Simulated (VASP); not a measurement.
Method: SCAN meta-GGA, VASP's PBE PAW potentials (set 64) (plane waves; VASP).

VASP ran on this input.

### POSCAR
```
TiO2
1.0
  4.5481811424   0.0000000000   0.0000000000
  0.0000000000   4.5481811424   0.0000000000
  0.0000000000   0.0000000000   2.9284034965
Ti O
2 4
Cartesian
  0.0000000000   4.5481811424   0.0000000000
  2.2740905712   2.2740905712   1.4642017483
  1.3851523365   1.3851523365   2.9284034965
  3.6592429077   0.8889382347   1.4642017483
  0.8889382347   3.6592429077   1.4642017483
  3.1630288059   3.1630288059   0.0000000000
```

**INCAR**
```
# general
SYSTEM =TiO2
PREC   =Accurate
ENCUT  =520
LREAL  =F
LASPH  =T

# electronic loop
EDIFF  =1E-7
NELM   =100
ALGO   =Normal
LMAXMIX=4
LMIXTAU=T

# smearing
ISMEAR =0
SIGMA  =0.05

# functional
METAGGA=SCAN

# ions
IBRION =2
NSW    =30
ISIF   =4
EDIFFG =-0.01

# output
LWAVE  =F
LCHARG =F
```

KPOINTS:
```
Automatic mesh
0
Gamma
5 5 8
0 0 0
```

POTCAR, in this order: Ti_sv O (PBE.64 set). Program: vasp_std.

The resulting files:

File OSZICAR:
```
       N       E                     dE             d eps       ncg     rms          rms(c)
DAV:   1     0.672646433137E+03    0.67265E+03   -0.25441E+04  1680   0.207E+03
DAV:   2     0.160173073573E+02   -0.65663E+03   -0.63489E+03  1828   0.606E+02
DAV:   3    -0.103257785012E+03   -0.11928E+03   -0.11632E+03  2628   0.226E+02
DAV:   4    -0.108823934205E+03   -0.55661E+01   -0.55593E+01  2260   0.502E+01
DAV:   5    -0.109037215933E+03   -0.21328E+00   -0.21323E+00  2316   0.863E+00    0.345E+01
DAV:   6    -0.772348431502E+02    0.31802E+02   -0.80347E+01  2088   0.110E+02    0.936E+00
DAV:   7    -0.765185728720E+02    0.71627E+00   -0.58592E+00  2184   0.195E+01    0.563E+00
DAV:   8    -0.813625146386E+02   -0.48439E+01   -0.27000E+00  1856   0.155E+01    0.225E+00
DAV:   9    -0.764710895356E+02    0.48914E+01   -0.17418E+00  1784   0.129E+01    0.124E+00
DAV:  10    -0.770562023280E+02   -0.58511E+00   -0.28089E-01  2144   0.468E+00    0.761E-01
DAV:  11    -0.770564136726E+02   -0.21134E-03   -0.82255E-03  2204   0.871E-01    0.887E-01
DAV:  12    -0.771453452648E+02   -0.88932E-01   -0.38007E-02  1856   0.198E+00    0.337E-01
DAV:  13    -0.771513249333E+02   -0.59797E-02   -0.10782E-02  2092   0.103E+00    0.249E-01
DAV:  14    -0.771544170753E+02   -0.30921E-02   -0.11923E-03  1924   0.372E-01    0.214E-01
DAV:  15    -0.771568963245E+02   -0.24792E-02   -0.14849E-03  1848   0.412E-01    0.143E-01
DAV:  16    -0.771564031657E+02    0.49316E-03   -0.80797E-04  2316   0.271E-01    0.461E-02
DAV:  17    -0.771567611740E+02   -0.35801E-03   -0.26545E-04  1876   0.170E-01    0.239E-02
DAV:  18    -0.771567564548E+02    0.47192E-05   -0.29850E-05  2632   0.348E-02    0.728E-03
DAV:  19    -0.771567345271E+02    0.21928E-04   -0.61969E-06  2280   0.186E-02    0.362E-03
DAV:  20    -0.771567528380E+02   -0.18311E-04   -0.26072E-06  1656   0.166E-02    0.236E-03
DAV:  21    -0.771567550149E+02   -0.21769E-05   -0.83260E-07  1656   0.966E-03    0.772E-04
DAV:  22    -0.771567511420E+02    0.38728E-05   -0.11466E-07  1140   0.373E-03    0.602E-04
DAV:  23    -0.771567524006E+02   -0.12585E-05   -0.22824E-08  1120   0.193E-03    0.351E-04
DAV:  24    -0.771567525029E+02   -0.10230E-06   -0.51074E-09  1112   0.792E-04    0.161E-04
DAV:  25    -0.771567529272E+02   -0.42430E-06   -0.41649E-09  1092   0.687E-04    0.502E-05
DAV:  26    -0.771567531180E+02   -0.19084E-06   -0.10750E-09  1064   0.340E-04    0.357E-05
DAV:  27    -0.771567530685E+02    0.49521E-07   -0.38779E-10  1036   0.200E-04
   1 F= -.77156753E+02 E0= -.77156753E+02  d E =-.771568E+02
       N       E                     dE             d eps       ncg     rms          rms(c)
DAV:   1    -0.771676836476E+02   -0.10931E-01   -0.21022E+00  1688   0.121E+01    0.698E-01
DAV:   2    -0.771620888707E+02    0.55948E-02   -0.74561E-02  1824   0.228E+00    0.437E-01
DAV:   3    -0.771615631366E+02    0.52573E-03   -0.10522E-02  1888   0.110E+00    0.129E-01
DAV:   4    -0.771606111355E+02    0.95200E-03   -0.33877E-03  1852   0.650E-01    0.330E-02
DAV:   5    -0.771607216364E+02   -0.11050E-03   -0.89059E-04  1780   0.323E-01    0.245E-02
DAV:   6    -0.771605507693E+02    0.17087E-03   -0.51744E-04  1776   0.278E-01    0.150E-02
DAV:   7    -0.771604590246E+02    0.91745E-04   -0.20860E-04  1760   0.170E-01    0.467E-03
DAV:   8    -0.771604199679E+02    0.39057E-04   -0.23128E-05  1876   0.564E-02    0.314E-03
DAV:   9    -0.771604246245E+02   -0.46567E-05   -0.45985E-06  1876   0.236E-02    0.207E-03
DAV:  10    -0.771604229825E+02    0.16420E-05   -0.13870E-06  1644   0.127E-02    0.512E-04
DAV:  11    -0.771604225910E+02    0.39157E-06   -0.28009E-07  1620   0.553E-03    0.188E-04
DAV:  12    -0.771604226137E+02   -0.22749E-07   -0.26939E-08  1060   0.185E-03
   2 F= -.77160423E+02 E0= -.77160423E+02  d E =-.366955E-02
       N       E                     dE             d eps       ncg     rms          rms(c)
DAV:   1    -0.771606467751E+02   -0.22418E-03   -0.34707E-02  1684   0.155E+00    0.894E-02
DAV:   2    -0.771605626330E+02    0.84142E-04   -0.12369E-03  1848   0.294E-01    0.562E-02
DAV:   3    -0.771605177717E+02    0.44861E-04   -0.17330E-04  1884   0.140E-01    0.181E-02
DAV:   4    -0.771605012796E+02    0.16492E-04   -0.54435E-05  1848   0.811E-02    0.447E-03
DAV:   5    -0.771604985014E+02    0.27783E-05   -0.11926E-05  1804   0.361E-02    0.318E-03
DAV:   6    -0.771604996154E+02   -0.11140E-05   -0.94171E-06  1776   0.372E-02    0.206E-03
DAV:   7    -0.771604954999E+02    0.41155E-05   -0.49231E-06  1736   0.263E-02    0.642E-04
DAV:   8    -0.771604946798E+02    0.82008E-06   -0.41956E-07  1616   0.756E-03    0.398E-04
DAV:   9    -0.771604944372E+02    0.24259E-06   -0.73586E-08  1024   0.324E-03    0.247E-04
DAV:  10    -0.771604944234E+02    0.13792E-07   -0.28276E-08   940   0.186E-03
   3 F= -.77160494E+02 E0= -.77160494E+02  d E =-.374135E-02
       N       E                     dE             d eps       ncg     rms          rms(c)
DAV:   1    -0.771604986711E+02   -0.42339E-05   -0.71863E-04  1712   0.223E-01    0.129E-02
DAV:   2    -0.771604965131E+02    0.21580E-05   -0.25652E-05  1856   0.424E-02    0.809E-03
DAV:   3    -0.771604933766E+02    0.31365E-05   -0.36075E-06  1896   0.203E-02    0.258E-03
DAV:   4    -0.771604922681E+02    0.11085E-05   -0.11556E-06  1744   0.119E-02    0.636E-04
DAV:   5    -0.771604919352E+02    0.33290E-06   -0.26234E-07  1472   0.550E-03    0.453E-04
DAV:   6    -0.771604919201E+02    0.15145E-07   -0.18312E-07  1112   0.539E-03
   4 F= -.77160492E+02 E0= -.77160492E+02  d E =-.373885E-02
```

**OUTCAR**
```
------------------------ aborting loop because EDIFF is reached ----------------------------------------
  FORCE on cell =-STRESS in cart. coord.  units (eV):
  Direction    XX          YY          ZZ          XY          YZ          ZX
  --------------------------------------------------------------------------------------
  Total        2.8666732      2.8666732      2.9311035      0.0000000      0.0000000      0.0000000
  in kB       75.8197483     75.8197483     77.5238471      0.0000000      0.0000000      0.0000000
  external PRESSURE =      76.3877812 kB  Pullay stress =       0.0000000 kB
  volume of cell :       60.58
      direct lattice vectors                 reciprocal lattice vectors
     4.539774192 -0.000000000  0.000000000     0.220275273 -0.000000000  0.000000000
     0.000000000  4.539774192  0.000000000     0.000000000  0.220275273  0.000000000
     0.000000000  0.000000000  2.939259428     0.000000000  0.000000000  0.340221755
 POSITION                                       TOTAL-FORCE (eV/Angst)
 -----------------------------------------------------------------------------------
      0.00000      0.00000      0.00000         0.000000      0.000000      0.000000
      2.26989      2.26989      1.46963         0.000000      0.000000      0.000000
      1.37804      1.37804      0.00000         0.006907      0.006907      0.000000
      3.64793      0.89184      1.46963         0.006907     -0.006907      0.000000
      0.89184      3.64793      1.46963        -0.006907      0.006907      0.000000
      3.16173      3.16173      0.00000        -0.006907     -0.006907      0.000000
 -----------------------------------------------------------------------------------
    total drift:                                0.000000      0.000000      0.000000
  FREE ENERGIE OF THE ION-ELECTRON SYSTEM (eV)
  ---------------------------------------------------
  free  energy   TOTEN  =       -77.1604919201 eV

  energy  without entropy=      -77.1604919201  energy(sigma->0) =      -77.16049192

 reached required accuracy - stopping structural energy minimisation
```
(Selected blocks of OUTCAR.)

CONTCAR:
```
TiO2
   1.00000000000000
     4.5397741919020644   -0.0000000000000000    0.0000000000000000
     0.0000000000000000    4.5397741919020644    0.0000000000000000
     0.0000000000000000    0.0000000000000000    2.9392594278323378
  Ti              O
     2     4
Direct
     0.0000000000000000    0.0000000000000000    0.0000000000000000
     0.5000000000000000    0.5000000000000000    0.5000000000000000
     0.3035487554639530    0.3035487554639530    0.0000000000000000
     0.8035487554639530    0.1964512445360470    0.5000000000000000
     0.1964512445360470    0.8035487554639530    0.5000000000000000
     0.6964512445360470    0.6964512445360470    0.0000000000000000
```

**OUTCAR**
```
 val. band max:        4.8858976198   @ k =   0.0000   0.0000   0.0000

 cond. band min:       7.1531757452   @ k =   0.0000   0.0000   0.0000


 Fermi energy:         5.1263621000

 k-point     1 :       0.0000    0.0000    0.0000
  band No.  band energies     occupation
      1     -54.3275      2.00000
      2     -54.3063      2.00000
      3     -29.5609      2.00000
      4     -29.5609      2.00000
      5     -29.3603      2.00000
      6     -29.3602      2.00000
      7     -29.3164      2.00000
      8     -29.2761      2.00000
      9     -14.5928      2.00000
     10     -13.4291      2.00000
     11     -12.6037      2.00000
     12     -12.6037      2.00000
     13      -1.1524      2.00000
     14      -0.8264      2.00000
     15      -0.3719      2.00000
     16       0.7793      2.00000
     17       0.7794      2.00000
     18       2.1669      2.00000
     19       2.1669      2.00000
     20       2.6950      2.00000
     21       4.0726      2.00000
     22       4.3601      2.00000
     23       4.3601      2.00000
     24       4.8859      2.00000
     25       7.1532      0.00000
     26       7.4686      0.00000
     27       7.7031      0.00000
     28       7.8271      0.00000

 k-point     2 :       0.2000    0.0000    0.0000
  band No.  band energies     occupation
      1     -54.3255      2.00000
      2     -54.3083      2.00000
      3     -29.5448      2.00000
      4     -29.5434      2.00000
      5     -29.3797      2.00000
      6     -29.3782      2.00000
      7     -29.3125      2.00000
      8     -29.2799      2.00000
      9     -14.4440      2.00000
     10     -13.4221      2.00000
     11     -12.7542      2.00000
     12     -12.6680      2.00000
     13      -0.8866      2.00000
     14      -0.6414      2.00000
     15      -0.0894      2.00000
     16       0.7962      2.00000
     17       0.8079      2.00000
     18       1.9072      2.00000
     19       2.0825      2.00000
     20       2.7227      2.00000
...
```

The compound is TiO2 in the rutile structure. This cell is one point of a volume scan, at 0.97 of the reference volume. Symmetry was kept, so distortions that lower it aren't found.
